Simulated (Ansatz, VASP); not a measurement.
# In: VASP beside Ansatz

Aim: how closely do two programs agree when they are given the same cell, functional and k mesh? Of the first pair: The structure shown is frame 200 of Ansatz's trajectory.

Main program and level: Ansatz 0.2.0; plane waves, with VASP 6.6.1 beside it; single point at PBEsol.

### Step 1. Set-up

The cell holds 48 atoms: 48 In. Its edges and angles: a = 10.940 Å, b = 10.940 Å, c = 10.940 Å, α = 90.0°, β = 90.0°, γ = 90.0°. As first built, before any earlier steps moved the atoms (in the runner's words): 48 atoms (48 In) placed at random at 6.99 g/cm^3 and pushed apart to contact distance.

### Step 2. Ansatz: dynamics, PBEsol

Ansatz runs on its default PAW (the set named soft_2) files.

One frame of this run of dynamics is then solved in both programs, so the motion causes no difference.

input.yaml

```yaml
crystal:
  lattice:
    - [10.9398, 0.0, 0.0]
    - [0.0, 10.9398, 0.0]
    - [0.0, 0.0, 10.9398]
  atoms:
    - { symbol: In, position: [0.49532, 0.96222, 0.13701] }
    - { symbol: In, position: [0.87955, 0.36797, 0.37727] }
    - { symbol: In, position: [0.71272, 0.45266, 0.58464] }
    - { symbol: In, position: [0.10753, 0.83476, 0.46925] }
    - { symbol: In, position: [0.3722, 0.84025, 0.33686] }
    - { symbol: In, position: [0.42649, 0.11366, 0.38037] }
    - { symbol: In, position: [0.26886, 0.27229, 0.7928] }
    - { symbol: In, position: [0.25566, 0.44375, 0.98728] }
    - { symbol: In, position: [0.9057, 0.67556, 0.52681] }
    - { symbol: In, position: [0.29805, 0.19089, 0.03758] }
    - { symbol: In, position: [0.54034, 0.122, 0.6375] }
    - { symbol: In, position: [0.77968, 0.73777, 0.98113] }
    - { symbol: In, position: [0.10609, 0.51547, 0.48527] }
    - { symbol: In, position: [0.07583, 0.57136, 0.82] }
    - { symbol: In, position: [0.52559, 0.26203, 0.86611] }
    - { symbol: In, position: [0.4838, 0.46259, 0.70665] }
    - { symbol: In, position: [0.20451, 0.83061, 0.71003] }
    - { symbol: In, position: [0.76598, 0.25158, 0.76794] }
    - { symbol: In, position: [0.17662, 0.01254, 0.89315] }
    - { symbol: In, position: [0.86744, 0.89211, 0.38885] }
    - { symbol: In, position: [0.29242, 0.05168, 0.60613] }
    - { symbol: In, position: [0.69079, 0.80979, 0.21417] }
    - { symbol: In, position: [0.32792, 0.63321, 0.82491] }
    - { symbol: In, position: [0.92163, 0.08584, 0.55344] }
    - { symbol: In, position: [0.95491, 0.40292, 0.66379] }
    - { symbol: In, position: [0.02696, 0.69122, 0.04503] }
    - { symbol: In, position: [0.7868, 0.88906, 0.65588] }
    - { symbol: In, position: [0.24714, 0.82698, 0.10248] }
    - { symbol: In, position: [0.84073, 0.02752, 0.8809] }
    - { symbol: In, position: [0.1811, 0.39738, 0.26658] }
    - { symbol: In, position: [0.62657, 0.27522, 0.41586] }
    - { symbol: In, position: [0.09932, 0.25629, 0.47119] }
    - { symbol: In, position: [0.14236, 0.66487, 0.27608] }
    - { symbol: In, position: [0.67424, 0.64325, 0.41263] }
    - { symbol: In, position: [0.82474, 0.60444, 0.76299] }
    - { symbol: In, position: [0.3664, 0.60132, 0.16136] }
    - { symbol: In, position: [0.95114, 0.23126, 0.16851] }
    - { symbol: In, position: [0.01941, 0.20564, 0.81971] }
    - { symbol: In, position: [0.69343, 0.05786, 0.29066] }
    - { symbol: In, position: [0.43385, 0.65664, 0.50972] }
    - { symbol: In, position: [0.54803, 0.82967, 0.7387] }
    - { symbol: In, position: [0.44151, 0.4473, 0.35637] }
    - { symbol: In, position: [0.17511, 0.12935, 0.25779] }
    - { symbol: In, position: [0.34434, 0.29878, 0.54583] }
    - { symbol: In, position: [0.97086, 0.8109, 0.82145] }
    - { symbol: In, position: [0.63845, 0.50086, 0.92105] }
    - { symbol: In, position: [0.68118, 0.46744, 0.17493] }
    - { symbol: In, position: [0.52712, 0.21913, 0.15643] }
kpoints:
  mp_grid: { grid: [1, 1, 1] }
hamiltonian:
  xc: pbesol
scf:
  occupations: { method: fermi_dirac, width: 0.05 }
output:
  forces: true
  stress: true
md:
  timestep: 5.0
  n_steps: 600
  ensemble: nvt_nose_hoover
  temperature: 973
  initial_velocities: maxwell_boltzmann
  seed: 7
  temperature_schedule:
    - { n_steps: 75, end_temperature: 973 }
    - { n_steps: 75, end_temperature: 473 }
```

Launch:

```sh
$ ansatz run input.yaml --threads 8 --pin off --max-ram 15360MiB --backend cpu --events-out ev --progress --plain --runs-dir out
```

Numbers of over 12 decimals in the logs are rounded to 6 here.

The program printed:

```text
Warning: md: disabling space-group detection — thermal motion breaks the input geometry's symmetry, so no spatial operation reduces the k-mesh or symmetrises the density; time reversal is kept, so that k and −k are solved as one point where they differ and the mesh holds both, and exact exchange and, on two spinor components, a DFT+U term hold to it where the run has them: on two components no moment then forms, and  [...]
Warning: output.stress: scf.convergence.dr2_threshold = 4.8e-8 eV (the default of an md: trajectory) is looser than the 4.8e-9 eV advised for a printed stress (1e-10 eV for each atom of the cell: 48). What an SCF threshold leaves in a stress goes as its square root, and in the free energy as the threshold itself, and one threshold admits the most on a small cell: [figures from the program's tests cut] Set scf.converg [...]
Engine: ansatz 0.2.0, aarch64-unknown-linux-gnu
Pseudopotentials: kind: paw
Pseudopotential: In, paw, valence charge 13, recommended cutoff 420 eV (normal), In.paw.azcp
Functional definition: PBEsol
  exchange = pbesol_x
  correlation = pbesol_c
Crystal: 48 atoms, lattice volume = 1309.267 Å³
Basis set: ecut = 420 eV, 25677 PW (Γ), exchange–correlation on 150×150×150 points (8 copies of the dense FFT grid, shifted against one another)
Bands: 375, of which v1, the nominal top of the filled ones, is band 312 counted from 1 (311 counted from 0)
Symmetry: 1 space group operations
k-points: 1
Non-local potential: In, projectors of the file, l = 0: 2, l = 1: 2, l = 2: 2, l = 3: 2
PAW form: soft (Blöchl's): semilocal exchange-correlation on the pseudo side does not see the compensation charge
PAW frozen core: In, regenerated for the run's functional, and the local potential with it (the file was generated under x = pbe(κ = 0.804, μ = 0.219515), c = pbe(β = 0.066725))
PAW one-centre angular grid: In, 590 points (default); XC on 64 Gauss nodes
Initial density: superposition of atomic densities (neutral atoms: chi_scale 0, normalization atom), corrected by the library's trained network
Initial wavefunctions: pseudopotential atomic-orbital guess
Functional: x = pbesol(κ = 0.804, μ = 0.123457), c = pbesol(β = 0.046)
SCF iter   1: F=—  HF=-265212.107887 eV  |F-HF|=—  |Δ(HF+E_count)|=         —  Δρ=4.95e-3  dr2=8.42e-1  ethr=1.77e-3  ⟨swp⟩=6.0  Hψ=1321  notcnv=0  defer=4
preconditioner: auto → LDOS  [metal: Δε(μ)=0.060 eV  Ē_g=14.892 eV  σ=0.050 eV  W_gap=0.29  n_scr=304 (ndim 8)  ℏωp=25.6 eV  f_vac=0.039  D(μ)=23.33/eV (n_scr^D=122)  β→1.0]
SCF iter   2: F=—  HF=-265211.979330 eV  |F-HF|=—  |Δ(HF+E_count)|=   1.29e-1  Δρ=4.05e-3  dr2=2.41e-1  ethr=1.35e-4  ⟨swp⟩=3.0  Hψ=768  notcnv=0  defer=48
SCF iter   3: F=—  HF=-265211.905197 eV  |F-HF|=—  |Δ(HF+E_count)|=   7.41e-2  Δρ=1.15e-3  dr2=4.48e-2  ethr=3.86e-5  ⟨swp⟩=2.0  Hψ=654  notcnv=0  defer=48
SCF iter   4: F=—  HF=-265211.896702 eV  |F-HF|=—  |Δ(HF+E_count)|=   8.49e-3  Δρ=4.22e-4  dr2=5.82e-3  ethr=7.18e-6  ⟨swp⟩=2.0  Hψ=625  notcnv=0  defer=48
SCF iter   5: F=—  HF=-265211.895662 eV  |F-HF|=—  |Δ(HF+E_count)|=   1.04e-3  Δρ=1.58e-4  dr2=1.14e-3  ethr=9.32e-7  ⟨swp⟩=2.0  Hψ=640  notcnv=0  defer=48
SCF iter   6: F=—  HF=-265211.895520 eV  |F-HF|=—  |Δ(HF+E_count)|=   1.42e-4  Δρ=5.21e-5  dr2=1.11e-4  ethr=1.83e-7  ⟨swp⟩=3.0  Hψ=701  notcnv=0  defer=48
SCF iter   7: F=—  HF=-265211.895528 eV  |F-HF|=—  |Δ(HF+E_count)|=   8.50e-6  Δρ=2.86e-5  dr2=2.19e-5  ethr=1.78e-8  ⟨swp⟩=3.0  Hψ=712  notcnv=0  defer=48
SCF iter   8: F=—  HF=-265211.894519 eV  |F-HF|=—  |Δ(HF+E_count)|=   1.01e-3  Δρ=7.90e-6  dr2=2.02e-6  ethr=3.50e-9  ⟨swp⟩=2.0  Hψ=688  notcnv=0  defer=48
SCF iter   9: F=—  HF=-265211.894519 eV  |F-HF|=—  |Δ(HF+E_count)|=   1.75e-7  Δρ=3.07e-6  dr2=2.99e-7  ethr=3.23e-10  ⟨swp⟩=3.0  Hψ=712  notcnv=0  defer=48
SCF iter  10: F=—  HF=-265211.894519 eV  |F-HF|=—  |Δ(HF+E_count)|=   1.98e-8  Δρ=1.34e-6  dr2=5.58e-8  ethr=7.69e-12  ⟨swp⟩=4.0  Hψ=1079  notcnv=0
[...]
md step   562: t =  2810.00 fs  T =   501.0 K (target 473.0 K)  F+E_penalty+E_count = -265223.59476135 eV  E_kin = 3.043579 eV  conserved = -265205.99906508 eV  P_inst = 1.4851 GPa  (3 SCF iters)
md step   564: t =  2820.00 fs  T =   490.8 K (target 473.0 K)  F+E_penalty+E_count = -265223.53717214 eV  E_kin = 2.981474 eV  conserved = -265205.99889516 eV  P_inst = 1.4745 GPa  (4 SCF iters)
md step   566: t =  2830.00 fs  T =   481.2 K (target 473.0 K)  F+E_penalty+E_count = -265223.48639837 eV  E_kin = 2.923583 eV  conserved = -265205.99868628 eV  P_inst = 1.4652 GPa  (2 SCF iters)
md step   568: t =  2840.00 fs  T =   475.0 K (target 473.0 K)  F+E_penalty+E_count = -265223.45726905 eV  E_kin = 2.885511 eV  conserved = -265205.99852279 eV  P_inst = 1.4557 GPa  (3 SCF iters)
md step   570: t =  2850.00 fs  T =   473.9 K (target 473.0 K)  F+E_penalty+E_count = -265223.46143089 eV  E_kin = 2.879084 eV  conserved = -265205.99853985 eV  P_inst = 1.4449 GPa  (8 SCF iters)
md step   572: t =  2860.00 fs  T =   478.1 K (target 473.0 K)  F+E_penalty+E_count = -265223.49942575 eV  E_kin = 2.904351 eV  conserved = -265205.99875765 eV  P_inst = 1.4338 GPa  (4 SCF iters)
md step   574: t =  2870.00 fs  T =   485.3 K (target 473.0 K)  F+E_penalty+E_count = -265223.55925902 eV  E_kin = 2.948094 eV  conserved = -265205.99904953 eV  P_inst = 1.4256 GPa  (3 SCF iters)
md step   576: t =  2880.00 fs  T =   492.3 K (target 473.0 K)  F+E_penalty+E_count = -265223.62340576 eV  E_kin = 2.990773 eV  conserved = -265205.99929041 eV  P_inst = 1.4242 GPa  (4 SCF iters)
md step   578: t =  2890.00 fs  T =   496.2 K (target 473.0 K)  F+E_penalty+E_count = -265223.67670008 eV  E_kin = 3.014648 eV  conserved = -265205.99942321 eV  P_inst = 1.4317 GPa  (4 SCF iters)
md step   580: t =  2900.00 fs  T =   495.3 K (target 473.0 K)  F+E_penalty+E_count = -265223.71082710 eV  E_kin = 3.008823 eV  conserved = -265205.99942244 eV  P_inst = 1.4476 GPa  (8 SCF iters)
md step   582: t =  2910.00 fs  T =   489.2 K (target 473.0 K)  F+E_penalty+E_count = -265223.72639434 eV  E_kin = 2.972018 eV  conserved = -265205.99930057 eV  P_inst = 1.4688 GPa  (3 SCF iters)
md step   584: t =  2920.00 fs  T =   479.4 K (target 473.0 K)  F+E_penalty+E_count = -265223.73195274 eV  E_kin = 2.912203 eV  conserved = -265205.99914161 eV  P_inst = 1.4898 GPa  (4 SCF iters)
md step   586: t =  2930.00 fs  T =   467.8 K (target 473.0 K)  F+E_penalty+E_count = -265223.73890683 eV  E_kin = 2.841875 eV  conserved = -265205.99905214 eV  P_inst = 1.5050 GPa  (4 SCF iters)
md step   588: t =  2940.00 fs  T =   456.2 K (target 473.0 K)  F+E_penalty+E_count = -265223.75517449 eV  E_kin = 2.771692 eV  conserved = -265205.99907780 eV  P_inst = 1.5101 GPa  (4 SCF iters)
md step   590: t =  2950.00 fs  T =   445.6 K (target 473.0 K)  F+E_penalty+E_count = -265223.78241474 eV  E_kin = 2.707290 eV  conserved = -265205.99918259 eV  P_inst = 1.5031 GPa  (7 SCF iters)
md step   592: t =  2960.00 fs  T =   436.3 K (target 473.0 K)  F+E_penalty+E_count = -265223.81788341 eV  E_kin = 2.650419 eV  conserved = -265205.99931186 eV  P_inst = 1.4840 GPa  (3 SCF iters)
md step   594: t =  2970.00 fs  T =   428.2 K (target 473.0 K)  F+E_penalty+E_count = -265223.85752325 eV  E_kin = 2.601223 eV  conserved = -265205.99944389 eV  P_inst = 1.4544 GPa  (3 SCF iters)
md step   596: t =  2980.00 fs  T =   421.2 K (target 473.0 K)  F+E_penalty+E_count = -265223.89712759 eV  E_kin = 2.558783 eV  conserved = -265205.99959785 eV  P_inst = 1.4169 GPa  (3 SCF iters)
md step   598: t =  2990.00 fs  T =   414.8 K (target 473.0 K)  F+E_penalty+E_count = -265223.93139739 eV  E_kin = 2.519966 eV  conserved = -265205.99979616 eV  P_inst = 1.3755 GPa  (3 SCF iters)
[...]
md step   600: t =  3000.00 fs  T =   408.0 K (target 473.0 K)  F+E_penalty+E_count = -265223.95275897 eV  E_kin = 2.478443 eV  conserved = -265206.00002051 eV  P_inst = 1.3349 GPa  (8 SCF iters)
SCF converged after 8 iterations
Free energy (F): -265223.952759 eV
Harris-Foulkes:  -265223.952759 eV  (|F-HF|=1.14e-8)
Internal energy: -265223.941782 eV  (E = F + TS)
E sigma→0 (E₀):  -265223.947271 eV
Entropy (-TS):   -0.010977 eV (-0.229 meV/atom)
Fermi energy:    9.004670 eV
--- Per-component energies (eV) ---
  E_band       = -1624.285122
  E_kinetic    = 11626.609261
  E_local      = -59458.160735  (includes V_loc(G=0)·N_el)
  E_nonlocal   = 17630.226167
  E_hartree    = 23878.388588
  E_xc         = -10289.738998
  E_vxc        = -4840.922772  (∫ρ·V_xc dr)
  E_paw        = -195910.246681  (= ΣΔE_a)
  E_vpaw       = -14338.808841  (= ΣTr[D̂ρ^β])
  E_aug_tail   = 0.001205  (compensation charges beyond the density's cutoff)
  E_ewald      = -52712.343909
  E_core_change = 11.323320  (= ΣΔE_core)
  E_smearing   = -0.010977  (= −TS)
  E_closure    = 0.000000  (closes the sum)
  Σ components = -265223.952759   (vs F -265223.952759, Δ=0.00e0)
--- Forces (eV/Å), atoms counted from 1 ---
  atom   1  In     0.20650688    -0.20216003    -0.20125806
  atom   2  In     0.03587062    -0.46992107    -0.21468741
  atom   3  In     0.23744638     0.41988388     0.07812854
  atom   4  In    -0.43818486     0.57839414    -0.07948494
  atom   5  In     0.32506953    -0.37409286     0.15725561
  atom   6  In     0.03694958     0.30582357    -0.31489027
  atom   7  In     0.12355261    -0.28169531     0.43398447
  atom   8  In    -0.18624367    -0.11142960    -0.49107422
  atom   9  In    -0.39209406     0.09523068    -0.07834751
  atom  10  In    -0.12007690     0.76611016     1.25228843
  atom  11  In     0.16868777     0.04844931    -0.56910131
  atom  12  In    -0.36843385    -0.43494028    -0.02922480
  atom  13  In    -0.36541591     0.22862638    -0.09561437
  atom  14  In     0.46691383    -0.63526897     0.40101470
  atom  15  In    -0.20933182     0.34217276     0.64720183
  atom  16  In    -0.50632894     0.12615395    -0.39697928
  atom  17  In     0.64433258     0.31030705     0.30602731
  atom  18  In     0.02412843    -0.34274750    -0.11969919
  atom  19  In     0.00979446    -0.38431434     0.54301345
  atom  20  In    -0.12969211    -0.30414211     0.10633083
  atom  21  In    -0.42778541    -0.39045395    -0.48309288
  atom  22  In     0.02715126     0.01520236    -0.26372840
  atom  23  In     0.13407021    -0.08963224     0.33703046
  atom  24  In    -0.59429111    -0.22396343     0.15258723
[...]
atom  41  In     0.34438145    -0.34549264     0.15033818
  atom  42  In    -0.20078604     0.31567055    -0.17711017
  atom  43  In    -0.24127964    -0.39216549     0.12748810
  atom  44  In     0.36025231    -0.49482024    -0.46043022
  atom  45  In    -1.04631520    -0.20643479    -0.58341361
  atom  46  In     0.10797965    -0.04267526     0.04937543
  atom  47  In    -0.11999578     0.31365798    -0.16361188
  atom  48  In    -0.35750134    -0.36911031    -0.44777090
  max |Σ_I F_I| component: 1.42e-5 eV/Å
--- Stress (GPa, compression-positive) ---
        1.159935       0.092824      -0.305366
        0.092824       1.271208      -0.033687
       -0.305366      -0.033687       0.954042
  P = ⅓ Tr σ = 1.1284 GPa (11.284 kbar)
--- MD trajectory: 600 steps, t = 0.0 → 3000.0 fs ---
  final state: T = 408.0 K   F+E_penalty+E_count = -265223.95275897 eV   E_kin = 2.478443 eV
  conserved energy: peak-to-peak 2.271e-2 eV (4.731e-4 eV/atom) over 3000.0 fs
```

(Continued in part 2 of 3.)

[Lines on the potential files, build, host, timing and source positions are cut from VASP's logs without a mark.]

[Logs are printed without paths, hosts, clocks, repeated set-up lines and the standing remarks that a program may print on its own settings, such as how far it seeks lower states.]

[Hosts, paths, dates, database ids (printed as entryN), source tags and the programs' standing remarks are cut or masked in the printed files.]
